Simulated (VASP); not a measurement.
Input:

```
Mo
1.0
   -1.54158     1.56505     1.56505
    1.54158    -1.56505     1.56505
    1.54158     1.56505    -1.56505
Mo
1
Direct
  0.00000   0.00000   0.00000
```

Method: PBEsol GGA, VASP's PBE PAW potentials (set 64) (plane waves; VASP). Run with 480 eV cut-off, 16×16×16 Γ-centred mesh, first-order Methfessel-Paxton smearing of 0.10 eV, potentials Mo_sv.

Q: Give the stress tensor in GPa (positive for a compressed cell).

A: 
```
8.56  0.00  0.00
0.00  2.76  0.00
0.00  0.00  2.76
```
The pressure is its mean diagonal, 4.69 GPa.

The compound is Mo in the bcc structure. This cell was strained or had an atom moved on purpose.
